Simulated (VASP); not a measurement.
**Ge15Se17 (a cell with a defect): single point with HSE06**

Crystal: Ge15Se17 (a cell with a defect).

```
Se Ge
1.0
     0.00000    7.76754   -4.52253
     0.00000   -7.76754   -4.52253
   -11.18477    0.00000    0.00000
Se Ge
17 15
Direct
  0.02742 0.09971 0.86071
  0.18810 0.31254 0.14223
  0.43832 0.06375 0.14680
  0.93353 0.55899 0.14952
  0.68454 0.81024 0.14716
  0.44270 0.57797 0.63840
  0.68744 0.30963 0.65242
  0.19074 0.83117 0.64039
  0.93351 0.05299 0.65504
  0.81550 0.18723 0.35707
  0.06412 0.94042 0.35396
  0.56086 0.43553 0.35563
  0.30982 0.68600 0.35417
  0.09447 0.50012 0.85660
  0.33050 0.20579 0.84535
  0.79764 0.67635 0.85023
  0.54858 0.92444 0.86017
  0.22337 0.84111 0.87225
  0.76784 0.38348 0.87956
  0.47799 0.60213 0.86800
  0.13437 0.25867 0.36887
  0.37886 0.00390 0.37351
  0.87665 0.50002 0.37819
  0.62654 0.75205 0.37442
  0.12631 0.51631 0.62755
  0.38069 0.26032 0.61761
  0.86319 0.73511 0.62438
  0.60560 0.98756 0.63962
  0.25089 0.62697 0.12614
  0.50559 0.37931 0.12739
  0.00019 0.87480 0.12647
  0.75331 0.12920 0.12886
```

* Program: VASP 6.6.1
* Task: single point
* Functional: HSE06
* Potentials or basis: VASP PAW PBE potentials, release 64 (Se, Ge_d)
* Cutoff: 400 eV
* k mesh: 1 × 1 × 1
* Occupations: gaussian, width 0.01 eV
* Spin: no spin polarisation

```
Pressure               : -2.4 GPa
Largest force          : 0.660 eV/Å
Band gap on the k mesh : 1.25 eV, direct
```

Forces in eV/Å, atoms in the order of the input:
```
Se   0.522  0.400  0.057
Se  -0.058 -0.051  0.011
Se  -0.102 -0.045 -0.098
Se  -0.153  0.004 -0.033
Se  -0.146  0.032 -0.061
Se   0.136 -0.018 -0.073
Se  -0.011 -0.182  0.135
Se  -0.013  0.213  0.127
Se  -0.396 -0.066 -0.135
Se  -0.028  0.002 -0.023
Se  -0.064  0.001 -0.073
Se   0.090  0.009  0.069
Se   0.143  0.056 -0.077
Se   0.220 -0.025 -0.589
Se   0.136 -0.220 -0.075
Se  -0.019  0.382  0.446
Se   0.135 -0.389  0.139
Ge   0.438  0.070  0.217
Ge   0.332 -0.151 -0.018
Ge   0.352 -0.098  0.309
Ge   0.329 -0.001 -0.067
Ge   0.359 -0.034 -0.021
Ge   0.386 -0.002 -0.026
Ge   0.313 -0.043  0.018
Ge  -0.433  0.131 -0.157
Ge  -0.262  0.011 -0.184
Ge  -0.210 -0.022  0.055
Ge  -0.318 -0.037  0.138
Ge  -0.436  0.031 -0.016
Ge  -0.426  0.035 -0.030
Ge  -0.438 -0.037  0.016
Ge  -0.379  0.044  0.017
```

Stress tensor (GPa, compression positive):
```
-0.49  0.00 -0.26
 0.00 -2.44  0.97
-0.26  0.97 -4.41
```

Levels at points of the mesh, in eV from the valence-band top:
```tsv
k point	band 154	band 155	band 156	band 157	band 158	band 159
(0.00, 0.00, 0.00)	-0.64	-0.16	0.00	1.25	1.59	1.88
```

Core levels (eV, on the scale of the bands):
| atom | levels |
| --- | --- |
| 1 Se | 1s -12495.4, 2s -1598.8, 2p -1405.1, 3s -205.3, 3p -144.7, 3d -44.9 |
| 2 Se | 1s -12494.2, 2s -1597.6, 2p -1404.0, 3s -204.2, 3p -143.7, 3d -43.9 |
| 3 Se | 1s -12494.1, 2s -1597.6, 2p -1403.9, 3s -204.2, 3p -143.6, 3d -43.8 |
| 4 Se | 1s -12494.2, 2s -1597.6, 2p -1404.0, 3s -204.2, 3p -143.7, 3d -43.9 |
| 5 Se | 1s -12494.1, 2s -1597.5, 2p -1403.9, 3s -204.1, 3p -143.6, 3d -43.8 |
| 6 Se | 1s -12494.1, 2s -1597.5, 2p -1403.9, 3s -204.1, 3p -143.6, 3d -43.8 |

Run time: 12 min on 1 × NVIDIA H100 80GB with 1 thread of AMD EPYC 7R13 Processor (Zen 3), on a shared host, peak memory 1.3 GiB.

Caveat: the PAW data sets were made with another functional, which shifts forces and pressure a little.
